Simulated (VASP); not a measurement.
PtSe2:

```xyz
3
Lattice="3.7240 0.0000 0.0000 -1.8620 3.2251 0.0000 0.0000 0.0000 5.0620" Properties=species:S:1:pos:R:3 pbc="T T T"
Pt    0.0000    0.0000    0.0000
Se    0.0000    2.1501    1.2655
Se    1.8620    1.0750    3.7965
```

```yaml
Program: VASP 6.6.1
Task: relaxation of cell and atoms
Functional: PBE
Dispersion: D3(BJ)
Potentials_or_basis: VASP PAW PBE potentials, release 64 (Pt, Se)
Cutoff: 520 eV
k_mesh: 3 × 3 × 1
Occupations: gaussian, width 0.02 eV
Spin: no spin polarisation
```

At the start: pressure 1.9 GPa; volume 20.27 Å³/atom.

Question: How do energy, volume and symmetry change on relaxing?

Answer: Over 12 steps the energy falls by 17.1 meV/atom and the volume is 19.77 Å³/atom (-2.4 %); space group P-3m1 (No. 164, to 0.05 Å).

Step by step:
```tsv
step	energy change (eV)	largest force (eV/Å)	pressure (GPa)	volume (Å³)
1	0.0000	0.7896	1.94	60.80
2	-0.0015	0.1591	-4.70	62.98
3	-0.0214	0.2874	-1.62	61.88
4	-0.0402	0.1592	-0.92	60.84
5	-0.0478	0.0101	-0.04	59.69
6	-0.0510	0.0112	-0.08	59.43
7	-0.0512	0.0188	-0.08	59.34
8	-0.0512	0.0180	-0.09	59.35
9	-0.0511	0.0172	0.21	59.25
10	-0.0512	0.0040	0.03	59.31
11	-0.0512	0.0052	0.02	59.31
12	-0.0512	0.0020	0.01	59.32
```

Final structure:
```cif
data_structure
_symmetry_space_group_name_H-M 'P 1'
_symmetry_Int_Tables_number 1
_cell_length_a 3.7118
_cell_length_b 3.7118
_cell_length_c 4.9720
_cell_angle_alpha 90.000
_cell_angle_beta 90.000
_cell_angle_gamma 120.000
_cell_volume 59.32
loop_
_atom_site_label
_atom_site_type_symbol
_atom_site_fract_x
_atom_site_fract_y
_atom_site_fract_z
_atom_site_occupancy
Pt1 Pt 0.00000 0.00000 0.00000 1
Se1 Se 0.33333 0.66667 0.26476 1
Se2 Se 0.66667 0.33333 0.73524 1
```

Caveat: the k mesh is coarse (spacing up to 1.24 Å⁻¹), so the values aren't converged; pairwise dispersion overbinds metals, which lowers pressure and volume.
